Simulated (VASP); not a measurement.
Computed with LDA (Ceperley-Alder, Perdew-Zunger), VASP's LDA PAW potentials (set 64) (plane waves; VASP).

VASP ran on this input.

### POSCAR
```
V
1.0
 -1.4246492561   1.4246492561   1.4246492561
  1.4246492561  -1.4246492561   1.4246492561
  1.4246492561   1.4246492561  -1.4246492561
V
1
Cart
  0.0000000000   0.0000000000   0.0000000000
```

### INCAR
```
ENCUT=500   # plane-wave cut-off (eV)
ISMEAR=1   # Methfessel-Paxton
SYSTEM=V
LREAL=.FALSE.   # projection in real space or not
IBRION=2
NSW=40   # most ionic steps
ALGO=Normal
ISIF=3   # ions, shape and volume
SIGMA=0.1   # width (eV)
LASPH=.TRUE.   # aspherical one-centre terms
LCHARG=.FALSE.
PREC=Accurate
EDIFFG=-0.02   # ionic stop
LWAVE=.FALSE.
EDIFF=1E-6   # SCF stop (eV)
LMAXMIX=4   # l cut-off of mixed one-centre charges
NELM=100
PSTRESS=300   # kbar
```

KPOINTS:
```
Automatic mesh
0
Gamma
18 18 18
0 0 0
```

POTCAR, in this order: V_sv (LDA.64 set). Program: vasp_std.

Energy and stress use the plane-wave basis of the starting cell.

Estimate the energy per atom (σ→0), volume per atom, band gap (on the k-mesh).

| Property | Result |
|---|---|
| energy per atom (σ→0) | -9833 meV/atom |
| band gap (on the k-mesh) | none (metal, semimetal or under 0.01 eV) |
| volume per atom | 11.19 Å³/atom |

**OSZICAR**
```
...
DAV:   5    -0.983155275443E+01   -0.35309E-07   -0.12948E-07  1950   0.575E-03
   4 F= -.77370443E+01 E0= -.77369128E+01  d E =-.115647E-01
       N       E                     dE             d eps       ncg     rms          rms(c)
DAV:   1    -0.983306317209E+01   -0.15105E-02   -0.20797E-03  3900   0.842E-01    0.125E-01
DAV:   2    -0.983297346078E+01    0.89711E-04   -0.34576E-04  3914   0.293E-01    0.191E-02
DAV:   3    -0.983297191379E+01    0.15470E-05   -0.23384E-06  3426   0.215E-02    0.143E-02
DAV:   4    -0.983297136095E+01    0.55284E-06   -0.91039E-07  2544   0.133E-02
   5 F= -.77370550E+01 E0= -.77369247E+01  d E =-.115753E-01
```

The compound is V in the bcc structure. This run relaxes it under an external pressure of 30 GPa. Symmetry was kept, so distortions that lower it aren't found. The run is not spin-polarised, so no magnetic state was tried.
